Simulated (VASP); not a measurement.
# TiO2 (Anatase): what moves the LDA gap besides the functional

Aim: test what besides the functional moves the gap of TiO2 (Anatase). The starting structure is a measured crystal structure from the Crystallography Open Database. The atoms were first relaxed with LDA in that cell, in a run that isn't shown, and the relaxed structure is the one below.

Program: VASP 6.6.1. Level of theory: Kohn-Sham DFT with plane waves and PAW; LDA. Results are calculated unless marked as measured.

**1. Starting point**

The structure is tetragonal, space group I4_1/amd (No. 141). The conventional cell has a = 3.784 Å, b = 3.784 Å, c = 9.515 Å, α = 90.00°, β = 90.00°, γ = 90.00°. Ti has 6 O at 1.93 to 1.97 Å nearest. O has 3 Ti at 1.93 to 1.97 Å nearest. Farther neighbours and most contacts between anions are not listed.

**2. Reference bands**

File INCAR:

```
SYSTEM = TiO2
PREC = Accurate
ENCUT = 460
EDIFF = 1E-06
NELM = 100
ISMEAR = 0
SIGMA = 0.03
LREAL = .FALSE.
ALGO = Normal
GGA = CA
NBANDS = 40
LASPH = .TRUE.
LORBIT = 11
LWAVE = .FALSE.
LCHARG = .FALSE.
KPAR = 8
```

File POSCAR:

```
TiO2
1.0
   -1.8921000000      1.8921000000      4.7573000000
    1.8921000000     -1.8921000000      4.7573000000
    1.8921000000      1.8921000000     -4.7573000000
Ti O
2 4
Direct
    0.7500000000      0.2500000000      0.5000000000
    0.0000000000      0.0000000000      0.0000000000
    0.7924867405      0.7924867405      0.0000000000
    0.5424867405      0.0424867405      0.5000000000
    0.9575132595      0.4575132595      0.5000000000
    0.2075132595      0.2075132595      0.0000000000
```

File KPOINTS:

```
Automatic mesh
0
Gamma
8 8 8
0 0 0
```

File KPOINTS_OPT:

```
Line mode
8
Line-mode
Reciprocal
  0.00000000   0.00000000   0.00000000 GAMMA
  0.00000000   0.00000000   0.50000000 X

  0.00000000   0.00000000   0.50000000 X
 -0.07909283   0.07909283   0.50000000 Y

 -0.07909283   0.07909283   0.50000000 Y
 -0.28954641   0.28954641   0.28954641 S

 -0.28954641   0.28954641   0.28954641 S
  0.00000000   0.00000000   0.00000000 GAMMA

  0.00000000   0.00000000   0.00000000 GAMMA
  0.50000000   0.50000000  -0.50000000 Z

  0.50000000   0.50000000  -0.50000000 Z
  0.28954641   0.71045359  -0.28954641 S1

  0.28954641   0.71045359  -0.28954641 S1
  0.00000000   0.50000000   0.00000000 N

  0.00000000   0.50000000   0.00000000 N
  0.25000000   0.25000000   0.25000000 P

  0.25000000   0.25000000   0.25000000 P
  0.50000000   0.50000000  -0.07909283 Y1

  0.50000000   0.50000000  -0.07909283 Y1
  0.50000000   0.50000000  -0.50000000 Z

  0.00000000   0.00000000   0.50000000 X
  0.25000000   0.25000000   0.25000000 P
```

PAW data sets: Ti_sv and O (LDA family, release 64).

Started as:

```bash
mpirun -np 8 vasp_std
```

What it wrote:

```text
[banner, memory and clock lines left out]
running    8 mpi-ranks, on    1 nodes
 distrk:  each k-point on    1 cores,    8 groups
 distr:  one band on    1 cores,    1 groups

 POSCAR found type information on POSCAR TiO
 POSCAR found :  2 types and       6 ions
|                                                                             |
|           W    W    AA    RRRRR   N    N  II  N    N   GGGG   !!!           |
|           W    W   A  A   R    R  NN   N  II  NN   N  G    G  !!!           |
|           W    W  A    A  R    R  N N  N  II  N N  N  G       !!!           |
|           W WW W  AAAAAA  RRRRR   N  N N  II  N  N N  G  GGG   !            |
|           WW  WW  A    A  R   R   N   NN  II  N   NN  G    G                |
|           W    W  A    A  R    R  N    N  II  N    N   GGGG   !!!           |
|                                                                             |
|     For optimal performance we recommend to set                             |
|       NCORE = 2 up to number-of-cores-per-socket                            |
|     NCORE specifies how many cores store one orbital (NPAR=cpu/NCORE).      |
|     This setting can greatly improve the performance of VASP for DFT.       |
|     The default, NCORE=1 might be grossly inefficient on modern             |
|     multi-core architectures or massively parallel machines. Do your        |
|     Unfortunately you need to use the default for GW and RPA                |
|     calculations (for HF NCORE is supported but not extensively tested      |
|     yet).                                                                   |
|                                                                             |

 LDA part: xc-table for (Slater(with rela. corr.)+CA(PZ))
 , standard interpolation
 POSCAR, INCAR and KPOINTS ok, starting setup
 FFT: planning ... GRIDC
 FFT: planning ... GRID_SOFT
 FFT: planning ... GRID
 WAVECAR not read
 entering main loop
       N       E                     dE             d eps       ncg     rms          rms(c)
DAV:   1     0.587746456614E+03    0.58775E+03   -0.21419E+04  4720   0.128E+03
DAV:   2     0.299599051411E+01   -0.58475E+03   -0.53092E+03  4976   0.414E+02
DAV:   3    -0.713939515935E+02   -0.74390E+02   -0.73082E+02  6256   0.150E+02
DAV:   4    -0.754639790231E+02   -0.40700E+01   -0.40536E+01  6928   0.310E+01
DAV:   5    -0.755798376213E+02   -0.11586E+00   -0.11585E+00  5896   0.405E+00    0.316E+01
DAV:   6    -0.597926647925E+02    0.15787E+02   -0.39622E+01  6176   0.722E+01    0.118E+01
DAV:   7    -0.591488863140E+02    0.64378E+00   -0.78530E+00  5496   0.274E+01    0.993E+00
DAV:   8    -0.590361064698E+02    0.11278E+00   -0.45757E-01  5656   0.437E+00    0.771E+00
DAV:   9    -0.590160631009E+02    0.20043E-01   -0.58435E-01  7024   0.111E+01    0.388E+00
DAV:  10    -0.588504504563E+02    0.16561E+00   -0.20186E-01  6000   0.457E+00    0.160E+00
DAV:  11    -0.588240586696E+02    0.26392E-01   -0.58679E-02  7032   0.272E+00    0.677E-01
DAV:  12    -0.588215872341E+02    0.24714E-02   -0.10282E-02  5432   0.701E-01    0.411E-01
DAV:  13    -0.588213103429E+02    0.27689E-03   -0.90822E-04  5616   0.270E-01    0.193E-01
DAV:  14    -0.588209859790E+02    0.32436E-03   -0.95818E-04  5864   0.159E-01    0.373E-02
DAV:  15    -0.588209822658E+02    0.37133E-05   -0.41410E-05  6152   0.327E-02    0.387E-02
DAV:  16    -0.588209678909E+02    0.14375E-04   -0.11183E-05  6152   0.466E-02    0.105E-02
DAV:  17    -0.588209666690E+02    0.12219E-05   -0.32505E-06  5936   0.147E-02    0.259E-03
DAV:  18    -0.588209666861E+02   -0.17139E-07   -0.59077E-07  3328   0.437E-03
   1 F= -.58820967E+02 E0= -.58820967E+02  d E =-.832063E-45
 Start KPOINTS_OPT (optional k-point list driver)
k-point batch [1-59\88]
       N       E                     dE             ncg
DAV:   1    -0.228422279042E+04   -0.65417E+05     4720
DAV:   2    -0.341329298825E+05   -0.31849E+05     4904
DAV:   3    -0.380812874380E+05   -0.39484E+04     6232
DAV:   4    -0.383489346583E+05   -0.26765E+03     6904
DAV:   5    -0.383577550146E+05   -0.88204E+01     5720
DAV:   6    -0.383579308896E+05   -0.17588E+00     6248
DAV:   7    -0.383579348567E+05   -0.39671E-02     5808
DAV:   8    -0.383579349171E+05   -0.60442E-04     5344
DAV:   9    -0.383579349186E+05   -0.14578E-05     3536
DAV:  10    -0.383579349188E+05   -0.16787E-06     3664
k-point batch [60-88\88]
       N       E                     dE             ncg
DAV:   1     0.250176802250E+05   -0.45974E+05     2320
DAV:   2     0.926980751112E+04   -0.15748E+05     2424
DAV:   3     0.733308631685E+04   -0.19367E+04     3128
DAV:   4     0.720624243992E+04   -0.12684E+03     3328
DAV:   5     0.720249014659E+04   -0.37523E+01     2872
DAV:   6     0.720245131516E+04   -0.38831E-01     3088
DAV:   7     0.720245029785E+04   -0.10173E-02     2856
DAV:   8     0.720245026958E+04   -0.28261E-04     2440
DAV:   9     0.720245026827E+04   -0.13177E-05     1776
DAV:  10     0.720245026817E+04   -0.98852E-07     1784
```

Elapsed: 2.3 min, on 8 MPI ranks of Intel Xeon Platinum 8259CL at 2.50GHz (Skylake/Cascade Lake), shared host; peak memory 2.8 GiB; 17 min of CPU time.

The logs omit lines about the potential files and the build; timing stands in the text.

Parts of OUTCAR (step 2):

```text
ion  position               nearest neighbor table
   1  0.750  0.250  0.500-   3 1.93   6 1.93   3 1.93   6 1.93   5 1.97   4 1.97
   2  0.000  0.000  0.000-   4 1.93   5 1.93   4 1.93   5 1.93   3 1.97   6 1.97
   3  0.792  0.792  0.000-   1 1.93   1 1.93   2 1.97
   4  0.542  0.042  0.500-   2 1.93   2 1.93   1 1.97
   5  0.958  0.458  0.500-   2 1.93   2 1.93   1 1.97
   6  0.208  0.208  0.000-   1 1.93   1 1.93   2 1.97

  LATTYP: Found a body centered tetragonal cell.
 ALAT       =     3.7842000000
 C/A-ratio  =     2.5142962846

 Subroutine GETGRP returns: Found 16 space group operations
 (whereof  8 operations were pure point group operations)

The static configuration has the point symmetry D_2d.
 The point group associated with its full space group is D_4h.

 Found     59 irreducible k-points:

   k-points           NKPTS =     59   k-points in BZ     NKDIM =     59   number of bands    NBANDS=     40

   dimension x,y,z NGX =    40 NGY =   40 NGZ =   40
   dimension x,y,z NGXF=    80 NGYF=   80 NGZF=   80

   ENCUT  =  460.0 eV  33.81 Ry    5.81 a.u.   9.55  9.55  9.55*2*pi/ulx,y,z

   NELECT =      48.0000    total number of electrons

 k-points in reciprocal lattice and weights: Automatic mesh
   0.00000000  0.00000000  0.00000000       0.002
   0.12500000  0.00000000  0.00000000       0.016
   0.25000000  0.00000000  0.00000000       0.016
   0.37500000  0.00000000 -0.00000000       0.016
   0.50000000  0.00000000  0.00000000       0.008
   0.12500000  0.12500000  0.00000000       0.016
   0.25000000  0.12500000 -0.00000000       0.031
   0.37500000  0.12500000  0.00000000       0.031
   0.50000000  0.12500000 -0.00000000       0.031
[...]
-0.37500000 -0.37500000  0.37500000       0.004
   0.50000000  0.50000000  0.50000000       0.002

 average (electrostatic) potential at core
       1 -77.2789       2 -77.2789       3 -71.5129       4 -71.5129       5 -71.5129
       6 -71.5129

 E-fermi :   3.3334

 k-point     1 :       0.0000    0.0000    0.0000
  band No.  band energies     occupation
    ...
     20       2.3169      2.00000
     21       2.3223      2.00000
     22       2.3223      2.00000
     23       2.6105      2.00000
     24       2.6105      2.00000
     25       5.0921      0.00000
     26       5.8631      0.00000
     27       7.0367      0.00000
     28       7.0367      0.00000
     29       7.0673      0.00000
    ...

 k-point     2 :       0.1250    0.0000    0.0000
  band No.  band energies     occupation
    ...
     20       1.9658      2.00000
     21       2.2058      2.00000
     22       2.3154      2.00000
     23       2.4017      2.00000
     24       2.6304      2.00000
     25       5.4603      0.00000
     26       5.9221      0.00000
     27       6.6506      0.00000
     28       6.8235      0.00000
     29       6.9894      0.00000
    ...

 k-point     3 :       0.2500    0.0000    0.0000
  band No.  band energies     occupation
    ...
     20       1.3817      2.00000
     21       1.7029      2.00000
     22       2.2764      2.00000
     23       2.3092      2.00000
     24       2.5683      2.00000
     25       5.9707      0.00000
     26       6.2534      0.00000
     27       6.3646      0.00000
     28       6.6432      0.00000
     29       6.9226      0.00000
    ...

  Total       -2.9071042     -2.9071042     -2.0938370      0.0000000      0.0000000      0.0000000
  in kB      -68.3695113    -68.3695113    -49.2430289      0.0000000      0.0000000      0.0000000
  external PRESSURE =     -61.9940172 kB  Pullay stress =       0.0000000 kB

  energy-cutoff  :      460.00
  volume of cell :       68.13
      direct lattice vectors                 reciprocal lattice vectors
    -1.892100000  1.892100000  4.757300000     0.000000000  0.264256646  0.105101633
     1.892100000 -1.892100000  4.757300000     0.264256646  0.000000000  0.105101633
     1.892100000  1.892100000 -4.757300000     0.264256646  0.264256646  0.000000000

 POSITION                                       TOTAL-FORCE (eV/Angst)
 -----------------------------------------------------------------------------------
      0.00000      1.89210      2.37865         0.000000      0.000000      0.000000
      0.00000      0.00000      0.00000         0.000000      0.000000      0.000000
      0.00000      0.00000      7.54019        -0.000000     -0.000000     -0.000148
      0.00000      1.89210      0.40424        -0.000000     -0.000000     -0.000148
     -0.00000      1.89210      4.35306         0.000000      0.000000      0.000148
      0.00000      0.00000      1.97441         0.000000      0.000000      0.000148
 -----------------------------------------------------------------------------------
    total drift:                                0.000000      0.000000     -0.000000

  FREE ENERGIE OF THE ION-ELECTRON SYSTEM (eV)
  ---------------------------------------------------
  free  energy   TOTEN  =       -58.8209666861 eV

  energy  without entropy=      -58.8209666861  energy(sigma->0) =      -58.82096669

 total charge
# of ion       s       p       d       tot
------------------------------------------
    1        2.229   6.308   1.780  10.317
    2        2.229   6.308   1.780  10.317
    3        1.568   3.485   0.000   5.053
    4        1.568   3.485   0.000   5.053
    5        1.568   3.485   0.000   5.053
    6        1.568   3.485   0.000   5.053
--------------------------------------------------
tot         10.730  26.556   3.560  40.846

[... 3 further parts left out ...]
```

At this level the cell is under a tension of 6.2 GPa, so at these settings it is away from equilibrium.

The reference gap is 2.008 eV.

**3. Bands with cell and atoms relaxed by LDA**

Against step 2 the input has another starting structure. The cell comes from a relaxation at this level, not shown (66.49 Å³).

INCAR is that of step 2.

File POSCAR:

```
TiO2
1.0
   -1.8726852359      1.8726852359      4.7395197247
    1.8726852359     -1.8726852359      4.7395197247
    1.8726852359      1.8726852359     -4.7395197247
Ti O
2 4
Direct
    0.7500000000      0.2500000000      0.5000000000
    0.0000000000      0.0000000000      0.0000000000
    0.7921206691      0.7921206691      0.0000000000
    0.5421206691      0.0421206691      0.5000000000
    0.9578793309      0.4578793309      0.5000000000
    0.2078793309      0.2078793309      0.0000000000
```

KPOINTS is that of step 2.

File KPOINTS_OPT:

```
Line mode
8
Line-mode
Reciprocal
  0.00000000   0.00000000   0.00000000 GAMMA
 -0.50000000   0.50000000   0.00000000 X

 -0.50000000   0.50000000   0.00000000 X
 -0.50000000   0.50000000  -0.07806042 Y

 -0.50000000   0.50000000  -0.07806042 Y
 -0.28903021   0.28903021  -0.28903021 S

 -0.28903021   0.28903021  -0.28903021 S
  0.00000000   0.00000000   0.00000000 GAMMA

  0.00000000   0.00000000   0.00000000 GAMMA
  0.50000000   0.50000000  -0.50000000 Z

  0.50000000   0.50000000  -0.50000000 Z
  0.28903021   0.71096979  -0.71096979 S1

  0.28903021   0.71096979  -0.71096979 S1
  0.00000000   0.50000000  -0.50000000 N

  0.00000000   0.50000000  -0.50000000 N
 -0.25000000   0.75000000  -0.25000000 P

 -0.25000000   0.75000000  -0.25000000 P
  0.07806042   0.92193958  -0.50000000 Y1

  0.07806042   0.92193958  -0.50000000 Y1
  0.50000000   0.50000000  -0.50000000 Z

 -0.50000000   0.50000000   0.00000000 X
 -0.25000000   0.75000000  -0.25000000 P
```

Started as:

```bash
mpirun -np 8 vasp_std
```

What it wrote:

```text
[banner, memory and clock lines left out]
running    8 mpi-ranks, on    1 nodes
[...]
[... a notice as in an earlier step ...]

 LDA part: xc-table for (Slater(with rela. corr.)+CA(PZ))
 , standard interpolation
 POSCAR, INCAR and KPOINTS ok, starting setup
[...]
entering main loop
       N       E                     dE             d eps       ncg     rms          rms(c)
DAV:   1     0.590403956034E+03    0.59040E+03   -0.21330E+04  4720   0.128E+03
DAV:   2     0.341266581917E+01   -0.58699E+03   -0.53362E+03  4960   0.416E+02
DAV:   3    -0.709749685648E+02   -0.74388E+02   -0.73047E+02  6192   0.150E+02
DAV:   4    -0.752725712918E+02   -0.42976E+01   -0.42798E+01  6952   0.315E+01
[...]
DAV:  15    -0.588475899941E+02    0.26354E-05   -0.30547E-05  5464   0.322E-02    0.232E-02
DAV:  16    -0.588475818335E+02    0.81606E-05   -0.11803E-05  6560   0.492E-02    0.805E-03
DAV:  17    -0.588475816937E+02    0.13975E-06   -0.16880E-06  4424   0.102E-02
   1 F= -.58847582E+02 E0= -.58847582E+02  d E =-.923858E-39
 Start KPOINTS_OPT (optional k-point list driver)
k-point batch [1-59\88]
       N       E                     dE             ncg
DAV:   1    -0.157236826889E+04   -0.66677E+05     4720
DAV:   2    -0.335017559620E+05   -0.31929E+05     4920
DAV:   3    -0.374459574037E+05   -0.39442E+04     6216
DAV:   4    -0.377081582908E+05   -0.26220E+03     6848
DAV:   5    -0.377164576053E+05   -0.82993E+01     5752
DAV:   6    -0.377166002986E+05   -0.14269E+00     6208
DAV:   7    -0.377166028403E+05   -0.25417E-02     5848
DAV:   8    -0.377166028868E+05   -0.46451E-04     5296
DAV:   9    -0.377166028877E+05   -0.92068E-06     3448
k-point batch [60-88\88]
       N       E                     dE             ncg
DAV:   1     0.254864520156E+05   -0.45809E+05     2328
DAV:   2     0.974580050809E+04   -0.15741E+05     2400
DAV:   3     0.781824089596E+04   -0.19276E+04     3160
DAV:   4     0.769456749463E+04   -0.12367E+03     3288
DAV:   5     0.769112590820E+04   -0.34416E+01     2872
DAV:   6     0.769108393561E+04   -0.41973E-01     3128
DAV:   7     0.769108334079E+04   -0.59482E-03     2840
DAV:   8     0.769108332944E+04   -0.11349E-04     2464
DAV:   9     0.769108332903E+04   -0.40842E-06     1744
```

Elapsed: 2.2 min, on 8 MPI ranks; peak memory 2.8 GiB.

OUTCAR, selected parts (step 3):

```text
  Total       -0.3999302     -0.3999302     -0.4540360      0.0000000     -0.0000000      0.0000000
  in kB       -9.6376452     -9.6376452    -10.9415029      0.0000000     -0.0000000      0.0000000
  external PRESSURE =     -10.0722644 kB  Pullay stress =       0.0000000 kB

 POSITION                                       TOTAL-FORCE (eV/Angst)
 -----------------------------------------------------------------------------------
     -0.00000      1.87269      2.36976         0.000000      0.000000      0.000000
      0.00000      0.00000      0.00000         0.000000      0.000000      0.000000
      0.00000      0.00000      7.50854         0.000000     -0.000000     -0.005083
      0.00000      1.87269      0.39926        -0.000000      0.000000     -0.005083
     -0.00000      1.87269      4.34026        -0.000000      0.000000      0.005083
      0.00000      0.00000      1.97050         0.000000     -0.000000      0.005083
 -----------------------------------------------------------------------------------
    total drift:                                0.000000      0.000000     -0.000000

  FREE ENERGIE OF THE ION-ELECTRON SYSTEM (eV)
  ---------------------------------------------------
  free  energy   TOTEN  =       -58.8475816937 eV

  energy  without entropy=      -58.8475816937  energy(sigma->0) =      -58.84758169

[... 1 part as in an earlier step ...]

[... 2 further parts left out ...]
[key lines of the parts left out:]
E-fermi :   3.5534
```

With cell and atoms relaxed by LDA the gap is 2.052 eV, +0.044 eV from the reference.

[end of part 1 of 2]

[Lines on the potential files, build, host, timing and source positions are cut from VASP's logs without a mark.]

[Logs are printed without paths, hosts, clocks, repeated set-up lines and the standing remarks that a program may print on its own settings, such as how far it seeks lower states.]

[Hosts, paths, dates, database ids (printed as entryN), source tags and the programs' standing remarks are cut or masked in the printed files.]
